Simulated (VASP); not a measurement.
Data:

```
BN
1.0
    0.00000     1.79180     1.79180
    1.79180     0.00000     1.79180
    1.79180     1.79180     0.00000
B N
1 1
Direct
  0.00000   0.00000   0.00000
  0.25000   0.25000   0.25000
```

These are LDA (Ceperley-Alder, Perdew-Zunger), VASP's LDA PAW potentials (set 64) (plane waves; VASP) values and carry that method's errors. Run with 620 eV cut-off, 13×13×13 Γ-centred mesh, Gaussian smearing of 0.050 eV, potentials B N.

**Question.** What does the run give for the energy per atom (σ→0)?

**Answer.** 
The energy per atom (σ→0) is -9.709 eV/atom.

The compound is BN in the zinc blende structure. It was relaxed first.
